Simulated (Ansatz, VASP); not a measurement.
**Bi (Bismuth): VASP beside Ansatz**

Wanted: the spread between two codes on one cell, functional and k mesh.

Calculated with Ansatz 0.2.0; plane waves, with VASP 6.6.1 beside it; relaxation of cell and atoms at PBE with D3(BJ) and relaxation of cell and atoms at r2SCAN with rVV10.

The database entry behind the starting cell lists a temperature near 78 K, so it need not match the best structure at ambient conditions.

## (1) The structure

It takes space group R-3m (No. 166, trigonal). Conventional cell: a = 4.535 Å, b = 4.535 Å, c = 11.814 Å, α = 90.00°, β = 90.00°, γ = 120.00°. Nearest to Bi lie 3 Bi at 3.06 Å.

Structure file:

```cif
data_structure
_symmetry_space_group_name_H-M 'R-3m:H'
_symmetry_Int_Tables_number 166
_cell_length_a 4.5350
_cell_length_b 4.5350
_cell_length_c 11.8140
_cell_angle_alpha 90.000
_cell_angle_beta 90.000
_cell_angle_gamma 120.000
_cell_volume 210.42
loop_
_atom_site_label
_atom_site_type_symbol
_atom_site_symmetry_multiplicity
_atom_site_Wyckoff_symbol
_atom_site_fract_x
_atom_site_fract_y
_atom_site_fract_z
_atom_site_occupancy
Bi1 Bi 6 c 0.33333 0.66667 0.90067 1
```

## (2) Ansatz: relaxation of cell and atoms, PBE with D3(BJ)

Ansatz runs on its default PAW (the set named soft_2) files.

The relaxed volume is the usual yardstick between codes: its relative difference is about their pressure difference at one cell divided by the bulk modulus.

The input, input.yaml:

```yaml
crystal:
  lattice:
    - [2.2675, 1.3091417354, 3.938]
    - [-2.2675, 1.3091417354, 3.938]
    - [0.0, -2.6182834708, 3.938]
  atoms:
    - { symbol: Bi, position: [0.234, 0.234, 0.234] }
    - { symbol: Bi, position: [0.766, 0.766, 0.766] }
hamiltonian:
  xc: pbe
  pseudopotentials: { kind: paw }
  dispersion: d3bj
kpoints:
  mp_grid: { grid: [7, 7, 7] }
scf:
  occupations: { method: fermi_dirac, width: 0.05 }
relax:
  f_tol: 0.01
  max_steps: 60
  cell: { stress_tol: 0.05 }
output:
  forces: true
  stress: true
```

Started as:

```bash
> ansatz run input.yaml --threads 4 --pin off --max-ram 9216MiB --backend cpu --events-out ev --progress --plain --runs-dir out
```

Numbers of over 12 decimals in the logs are rounded to 6 here.

Log:

```text
Engine: ansatz 0.2.0, aarch64-unknown-linux-gnu
Pseudopotentials: kind: paw
Pseudopotential: Bi, paw, valence charge 15, recommended cutoff 420 eV (normal), Bi.paw.azcp
Functional definition: PBE
  parameter kappa = 0.804
  parameter beta = 0.066725
  exchange = pbe_x(kappa = kappa, mu = beta*pi^2/3)
  correlation = pbe_c(beta = beta)
Crystal: 2 atoms, lattice volume = 70.139 Å³
Basis set: ecut = 420 eV, 1369 PW (Γ), exchange–correlation on 64×64×64 points (8 copies of the dense FFT grid, shifted against one another)
Bands: 19, of which v1, the nominal top of the filled ones, is band 15 counted from 1 (14 counted from 0)
Symmetry: 12 space group operations
Space group: R-3m (ITA 166), of the structure as read, at distance tolerance 4.1e-5 Å
k-points: 44 of 343
Non-local potential: Bi, projectors of the file, l = 0: 2, l = 1: 2, l = 2: 2, l = 3: 2
PAW form: soft (Blöchl's): semilocal exchange-correlation on the pseudo side does not see the compensation charge
PAW one-centre angular grid: Bi, 590 points (default); XC on 64 Gauss nodes
Initial density: superposition of atomic densities (neutral atoms: chi_scale 0, normalization atom), corrected by the library's trained network
Initial wavefunctions: pseudopotential atomic-orbital guess
Functional: x = pbe(κ = 0.804, μ = 0.219515), c = pbe(β = 0.066725)
SCF iter   1: F=—  HF=-24794.014498 eV  |F-HF|=—  |Δ(HF+E_count)|=         —  Δρ=9.95e-4  dr2=7.34e-4  ethr=1.77e-3  ⟨swp⟩=6.2  Hψ=4148  notcnv=0
preconditioner: auto → none  [insulator: Δε(μ)=0.263 eV  Ē_g=20.357 eV  σ=0.050 eV  W_gap=0.86  n_scr=14 (ndim 8)  ℏωp=24.3 eV  f_vac=0.003  D(μ)=0.12/eV (n_scr^D=0)  ε∞_Penn≈2.4]
SCF iter   2: F=—  HF=-24794.013572 eV  |F-HF|=—  |Δ(HF+E_count)|=   9.26e-4  Δρ=5.00e-4  dr2=1.49e-4  ethr=2.45e-6  ⟨swp⟩=2.4  Hψ=1913  notcnv=0
SCF iter   3: F=—  HF=-24794.013622 eV  |F-HF|=—  |Δ(HF+E_count)|=   4.97e-5  Δρ=2.11e-4  dr2=1.97e-5  ethr=4.96e-7  ⟨swp⟩=2.0  Hψ=1492  notcnv=0
SCF iter   4: F=—  HF=-24794.013647 eV  |F-HF|=—  |Δ(HF+E_count)|=   2.55e-5  Δρ=4.48e-5  dr2=1.01e-6  ethr=6.55e-8  ⟨swp⟩=2.0  Hψ=1057  notcnv=0
iter 5 did not close the SCF: its close was put off for the readings that it lacked (scf_convergence_deferred on its scf_iter line)
SCF iter   5: F=-24794.013648 eV  HF=-24794.013648 eV  |F-HF|=4.49e-8  |Δ(HF+E_count)|=   5.38e-7  Δρ=9.11e-6  dr2=4.48e-8  ethr=3.38e-9  ⟨swp⟩=2.0  Hψ=1497  notcnv=0
SCF iter   6: F=-24794.013648 eV  HF=-24794.013648 eV  |F-HF|=2.73e-10  |Δ(HF+E_count)|=   2.38e-8  Δρ=1.16e-6  dr2=1.07e-9  ethr=1.49e-10  ⟨swp⟩=2.9  Hψ=3333  notcnv=0
SCF 1 converged in 6 iterations: F = -24794.013648 eV  dr2 = 1.07e-9
  greatest PAW one-centre occupation: 0.987 electrons in one spin orbital (limit 2), on the Bi atom at site 1 (counted from 0), in its partial waves of l = 2
relax step   1: F+E_penalty+E_count = -24794.01364755 eV  Δ(F+E_penalty+E_count) = +0.000e0 eV  max|allowed force component| = 1.975e-1 eV/Å  Δτ_max = 0.0000 Å  P = -0.044 GPa  Ω = 70.139 Å³  (6 SCF iters, dr2 threshold 1.00e-7 eV, accepted)
[...]
relax step   2: F+E_penalty+E_count = -24794.01905446 eV  Δ(F+E_penalty+E_count) = -5.407e-3 eV  max|allowed force component| = 5.631e-2 eV/Å  Δτ_max = 0.0346 Å  P = -0.425 GPa  Ω = 69.716 Å³  energy of the carried Pulay correction = +7.885e-5 eV  (6 SCF iters, dr2 threshold 2.00e-7 eV, accepted)
[...]
relax step   3: F+E_penalty+E_count = -24794.02120355 eV  Δ(F+E_penalty+E_count) = -2.149e-3 eV  max|allowed force component| = 5.386e-3 eV/Å  Δτ_max = 0.0008 Å  P = -0.039 GPa  Ω = 69.145 Å³  energy of the carried Pulay correction = +1.859e-4 eV  (6 SCF iters, dr2 threshold 2.00e-7 eV, accepted)
[...]
relax step   4: F+E_penalty+E_count = -24794.02188561 eV  Δ(F+E_penalty+E_count) = -6.821e-4 eV  max|allowed force component| = 1.008e-2 eV/Å  Δτ_max = 0.0017 Å  P = +0.052 GPa  Ω = 68.924 Å³  energy of the carried Pulay correction = +2.274e-4 eV  (6 SCF iters, dr2 threshold 1.94e-7 eV, accepted)
[...]
relax step   5: F+E_penalty+E_count = -24794.02191746 eV  Δ(F+E_penalty+E_count) = -3.185e-5 eV  max|allowed force component| = 1.067e-3 eV/Å  Δτ_max = 0.0018 Å  P = +0.001 GPa  Ω = 68.942 Å³  energy of the carried Pulay correction = +2.241e-4 eV  (6 SCF iters, dr2 threshold 1.20e-8 eV, accepted)
[...]
relax step   6: F+E_penalty+E_count = -24794.02168784 eV  Δ(F+E_penalty+E_count) = +2.296e-4 eV  max|allowed force component| = 1.068e-3 eV/Å  Δτ_max = 0.0000 Å  P = +0.002 GPa  Ω = 68.942 Å³  stress off target by 6.12e-3 GPa  SCF on the basis re-selected at this cell (its energy is not comparable with the rows above)  (8 SCF iters)
basis re-selected at this cell: Δ(F+E_penalty+E_count) = +2.296e-4 eV, ΔP = +0.001 GPa vs the last step (what re-selecting the basis moved, of the pressure what is left beyond the Pulay correction that the steps carried, after the strain that the cell walked since its last selection, with what the two solves' SCF thresholds leave and, on support functions, any second-order correction that the steps lacked; it is no m [...]
SCF converged after 8 iterations
Free energy (F): -24794.021688 eV
Harris-Foulkes:  -24794.021688 eV  (|F-HF|=1.46e-11)
Internal energy: -24794.020565 eV  (E = F + TS)
E sigma→0 (E₀):  -24794.021126 eV
Entropy (-TS):   -0.001123 eV (-0.562 meV/atom)
Fermi energy:    9.938134 eV
--- Per-component energies (eV) ---
  E_band       = -209.594374
  E_kinetic    = 605.223884
  E_local      = -3072.617140  (includes V_loc(G=0)·N_el)
  E_nonlocal   = 1118.995060
  E_hartree    = 999.721382
  E_xc         = -302.517601
  E_vxc        = -288.491845  (∫ρ·V_xc dr)
  E_paw        = -21326.426267  (= ΣΔE_a)
  E_vpaw       = -572.146218  (= ΣTr[D̂ρ^β])
  E_aug_tail   = -0.000879  (compensation charges beyond the density's cutoff)
  E_ewald      = -2815.472131
  E_disp       = -0.926873  (pairwise vdW)
  E_smearing   = -0.001123  (= −TS)
  E_closure    = -0.000000  (closes the sum)
  Σ components = -24794.021688   (vs F -24794.021688, Δ=0.00e0)
--- Forces (eV/Å), atoms counted from 1 ---
  atom   1  Bi     0.00000000    -0.00000000    -0.00106767
  atom   2  Bi    -0.00000000     0.00000000     0.00106767
  max |Σ_I F_I| component: 2.78e-17 eV/Å
--- Stress (GPa, compression-positive) ---
        0.006124       0.000000      -0.000000
        0.000000       0.006124       0.000000
       -0.000000       0.000000      -0.005075
  P = ⅓ Tr σ = 0.0024 GPa (0.024 kbar)
--- Relaxed structure (5 steps of the walk, 5 accepted, 1 SCFs on fresh bases) ---
  F+E_penalty+E_count = -24794.02168784 eV   max|allowed force component| = 1.068e-3 eV/Å   (the final SCF, on the basis selected at the relaxed cell)
  cell:  # Å, volume = 68.9419 Å³
    - [2.271137, 1.311241, 3.858391]
    - [-2.271137, 1.311241, 3.858391]
    - [0, -2.622483, 3.858391]
  atoms:
    - { symbol: Bi, position: [0.237158, 0.237158, 0.237158] }
    - { symbol: Bi, position: [0.762842, 0.762842, 0.762842] }
```

The job ended after 5.6 s (4 threads of Arm Neoverse V2, shared host; peak memory 0.37 GiB).

## (3) VASP: relaxation of cell and atoms, PBE with D3(BJ)

The same cell, functional, mesh and smearing now go to VASP, with its own data sets and cutoff.

Lines of VASP's logs that name or quote its potential files are left out, and so is its time.

The input, INCAR:

```
SYSTEM = Bi
PREC = Accurate
ENCUT = 520
EDIFF = 1E-06
NELM = 100
ISMEAR = -1
SIGMA = 0.05
LREAL = .FALSE.
ALGO = Normal
GGA = PE
IVDW = 12
NBANDS = 21
LORBIT = 11
LWAVE = .FALSE.
LCHARG = .FALSE.
KPAR = 2
IBRION = 2
NSW = 60
ISIF = 3
EDIFFG = -0.01
```

The input, POSCAR:

```
Bi
1.0
    2.2675000000      1.3091417354      3.9380000000
   -2.2675000000      1.3091417354      3.9380000000
    0.0000000000     -2.6182834708      3.9380000000
Bi
2
Direct
    0.2340000000      0.2340000000      0.2340000000
    0.7660000000      0.7660000000      0.7660000000
```

The input, KPOINTS:

```
Automatic mesh
0
Gamma
7 7 7
0 0 0
```

The projector-augmented-wave data sets are Bi_d (PBE family, release 64).

Started as:

```bash
> mpirun -np 2 vasp_std
```

Log:

```text
[banner, memory and clock lines left out]
running    2 mpi-ranks, on    1 nodes
 distrk:  each k-point on    1 cores,    2 groups
 distr:  one band on    1 cores,    1 groups

 POSCAR found type information on POSCAR Bi
 POSCAR found :  1 types and       2 ions
 LDA part: xc-table for (Slater+PW92), standard interpolation
 POSCAR, INCAR and KPOINTS ok, starting setup
 FFT: planning ... GRIDC
 FFT: planning ... GRID_SOFT
 FFT: planning ... GRID
 WAVECAR not read
 entering main loop
       N       E                     dE             d eps       ncg     rms          rms(c)
DAV:   1     0.304053833717E+03    0.30405E+03   -0.16344E+04  1848   0.172E+03
DAV:   2     0.180746395728E+02   -0.28598E+03   -0.27962E+03  1878   0.447E+02
DAV:   3    -0.686914965522E+01   -0.24944E+02   -0.24590E+02  2223   0.148E+02
DAV:   4    -0.773695183769E+01   -0.86780E+00   -0.86734E+00  2210   0.303E+01
DAV:   5    -0.777758286275E+01   -0.40631E-01   -0.40630E-01  2655   0.590E+00    0.105E+00
DAV:   6    -0.777458011639E+01    0.30027E-02   -0.16881E-02  2377   0.142E+00    0.630E-01
DAV:   7    -0.777435849615E+01    0.22162E-03   -0.12043E-02  2250   0.127E+00    0.111E-01
DAV:   8    -0.777456525508E+01   -0.20676E-03   -0.15677E-03  2108   0.451E-01    0.216E-02
DAV:   9    -0.777458486827E+01   -0.19613E-04   -0.61300E-05  2595   0.647E-02    0.986E-03
DAV:  10    -0.777458320619E+01    0.16621E-05   -0.66237E-06  1709   0.239E-02    0.165E-03
DAV:  11    -0.777458375151E+01   -0.54532E-06   -0.74384E-07  1488   0.881E-03
   1 F= -.86849299E+01 E0= -.86842638E+01  d E =-.868493E+01
[... from here on, the cycles between the ionic steps are left out ...]
   2 F= -.86886592E+01 E0= -.86880013E+01  d E =-.372931E-02
   3 F= -.86928292E+01 E0= -.86921568E+01  d E =-.789930E-02
   4 F= -.86928910E+01 E0= -.86922129E+01  d E =-.796111E-02
   5 F= -.86931808E+01 E0= -.86925805E+01  d E =-.289778E-03
   6 F= -.86935488E+01 E0= -.86929199E+01  d E =-.657768E-03
   7 F= -.86935459E+01 E0= -.86929191E+01  d E =-.654881E-03
   8 F= -.86939354E+01 E0= -.86933508E+01  d E =-.389551E-03
 trial-energy change:   -0.000390  1 .order   -0.000408   -0.000600   -0.000216
 step:   2.2278(harm=  2.2278)  dis= 0.00057  next Energy=    -8.694015 (dE=-0.469E-03)
 bond charge predicted
       N       E                     dE             d eps       ncg     rms          rms(c)
DAV:   1    -0.776666094138E+01   -0.18731E-02   -0.68676E-02  2068   0.208E+00    0.202E-01
DAV:   2    -0.776578974955E+01    0.87119E-03   -0.28752E-03  2316   0.898E-01    0.126E-01
DAV:   3    -0.776519593056E+01    0.59382E-03   -0.83385E-04  2458   0.618E-01    0.114E-02
DAV:   4    -0.776522433477E+01   -0.28404E-04   -0.32408E-04  2088   0.206E-01    0.801E-03
DAV:   5    -0.776522349381E+01    0.84097E-06   -0.10544E-05  2429   0.361E-02    0.370E-03
DAV:   6    -0.776522304903E+01    0.44477E-06   -0.44966E-07  1044   0.191E-02
   9 F= -.86939790E+01 E0= -.86934101E+01  d E =-.433153E-03
 curvature:  -1.47 expect dE=-0.153E-04 dE for cont linesearch -0.221E-06
 trial: gam=-0.01836 g(F)=  0.120E-05 g(S)=  0.917E-05 ort =-0.914E-05 (trialstep = 0.159E+01)
 search vector abs. value=  0.109E-04
 reached required accuracy - stopping structural energy minimisation
```

Parts of OUTCAR (step 3):

```text
ion  position               nearest neighbor table
   1  0.234  0.234  0.234-   2 3.06   2 3.06   2 3.06   2 3.52   2 3.52   2 3.52
   2  0.766  0.766  0.766-   1 3.06   1 3.06   1 3.06   1 3.52   1 3.52   1 3.52

  LATTYP: Found a trigonal (rhomboedric) cell.
 ALAT       =     4.7289800521
 COS(alpha) =     0.5401781303

 Subroutine GETGRP returns: Found 12 space group operations
 (whereof 12 operations were pure point group operations)

The static configuration has the point symmetry D_3d.

 Found     44 irreducible k-points:

   k-points           NKPTS =     44   k-points in BZ     NKDIM =     44   number of bands    NBANDS=     21

   dimension x,y,z NGX =    36 NGY =   36 NGZ =   36
   dimension x,y,z NGXF=    72 NGYF=   72 NGZF=   72

   ENCUT  =  520.0 eV  38.22 Ry    6.18 a.u.   8.79  8.79  8.79*2*pi/ulx,y,z

   NELECT =      30.0000    total number of electrons

 k-points in reciprocal lattice and weights: Automatic mesh
   0.00000000  0.00000000  0.00000000       0.003
   0.14285714  0.00000000  0.00000000       0.017
   0.28571429  0.00000000  0.00000000       0.017
   0.42857143 -0.00000000  0.00000000       0.017
   0.14285714  0.14285714  0.00000000       0.017
   0.28571429  0.14285714  0.00000000       0.035
   0.42857143  0.14285714  0.00000000       0.035
  -0.42857143  0.14285714 -0.00000000       0.035
  -0.28571429  0.14285714  0.00000000       0.035
[...]
0.42857143  0.42857143  0.42857143       0.006
  -0.42857143  0.42857143  0.42857143       0.017

 Edisp (eV)   -0.92915

 average (electrostatic) potential at core
       1-104.2946       2-104.2946

 E-fermi :   6.5088

 k-point     1 :       0.0000    0.0000    0.0000
  band No.  band energies     occupation
    ...
     11      -6.5943      2.00000
     12      -0.8040      2.00000
     13       5.1422      2.00000
     14       5.3056      2.00000
     15       5.3056      2.00000
     16       9.3583      0.00000
     17       9.6573      0.00000
     18       9.6573      0.00000
     19      12.1342      0.00000
     20      12.2298      0.00000
    ...

 k-point     2 :       0.1429    0.0000    0.0000
  band No.  band energies     occupation
    ...
     11      -6.4001      2.00000
     12      -1.2707      2.00000
     13       5.2146      2.00000
     14       5.3251      2.00000
     15       5.3906      2.00000
     16       8.7415      0.00000
     17       8.9908      0.00000
     18       9.1293      0.00000
     19      11.6138      0.00000
     20      12.2244      0.00000
    ...

 k-point     3 :       0.2857    0.0000    0.0000
  band No.  band energies     occupation
    ...
     11      -5.8296      2.00000
     12      -2.3790      2.00000
     13       5.3299      2.00000
     14       5.4137      2.00000
     15       5.6477      2.00000
     16       7.5099      0.00000
     17       8.0174      0.00000
     18       8.1551      0.00000
     19      12.1073      0.00000
     20      13.1195      0.00000
    ...

 Edisp (eV)   -0.92876

  Total       0.00902     0.00902     0.01476     0.00000     0.00000     0.00000
  in kB       0.21002     0.21002     0.34371     0.00000     0.00000     0.00000
  external pressure =        0.25 kB  Pullay stress =        0.00 kB

  energy-cutoff  :      520.00
  volume of cell :       68.78
      direct lattice vectors                 reciprocal lattice vectors
     2.270899866  1.311104649  3.850355835     0.220177035  0.127119271  0.086572085
    -2.270899866  1.311104649  3.850355835    -0.220177035  0.127119271  0.086572085
     0.000000000 -2.622209298  3.850355835     0.000000000 -0.254238541  0.086572085

 POSITION                                       TOTAL-FORCE (eV/Angst)
 -----------------------------------------------------------------------------------
      0.00000      0.00000      2.74123         0.000000      0.000000      0.003526
      0.00000      0.00000      8.80984         0.000000     -0.000000     -0.003526
 -----------------------------------------------------------------------------------
    total drift:                                0.000000      0.000000     -0.000000

  FREE ENERGIE OF THE ION-ELECTRON SYSTEM (eV)
  ---------------------------------------------------
  free  energy   TOTEN  =        -8.6939790317 eV

  energy  without entropy=       -8.6928412521  energy(sigma->0) =       -8.69341014

 reached required accuracy - stopping structural energy minimisation

 total charge
# of ion       s       p       d       tot
------------------------------------------
    1        1.532   1.358   9.914  12.804
    2        1.532   1.358   9.914  12.804
--------------------------------------------------
tot          3.065   2.716  19.828  25.609

[... 3 further parts left out ...]
```

CONTCAR:

```
Bi
   1.00000000000000
     2.2708998661013262    1.3111046490088649    3.8503558347123232
    -2.2708998661013262    1.3111046490088649    3.8503558347123232
     0.0000000000000000   -2.6222092980177298    3.8503558347123232
  Bi
     2
Direct
     0.2373137338771951    0.2373137338771951    0.2373137338771951
     0.7626862661228049    0.7626862661228049    0.7626862661228049
```

## (4) Side by side

Known differences besides the potentials themselves: both relaxations stop at a tolerance, which leaves soft axes loose, and VASP keeps its plane-wave basis; the cutoff is 420 eV in Ansatz and 520 eV in VASP; VASP leaves aspherical gradient terms in its spheres out (LASPH is not set), Ansatz keeps them; Ansatz adds a Pulay correction to the stress that steers its cell, VASP none. Total energies have different zeros and are not compared.

Compared:

```tsv
quantity	Ansatz	VASP	difference
volume (Å³)	68.94	68.78	+0.23 %
edge a after relaxation, in the typed setting (Å)	4.665	4.659	+0.15 %
```

The walks stopped with 0.00 GPa left in Ansatz and 0.03 GPa in VASP; each walk ends within a tolerance, so the volume difference is uncertain by about these residues over the bulk modulus, most in soft cells.

(Part 1 of 2 ends here.)

[Lines on the potential files, build, host, timing and source positions are cut from VASP's logs without a mark.]

[Logs are printed without paths, hosts, clocks, repeated set-up lines and the standing remarks that a program may print on its own settings, such as how far it seeks lower states.]

[Hosts, paths, dates, database ids (printed as entryN), source tags and the programs' standing remarks are cut or masked in the printed files.]
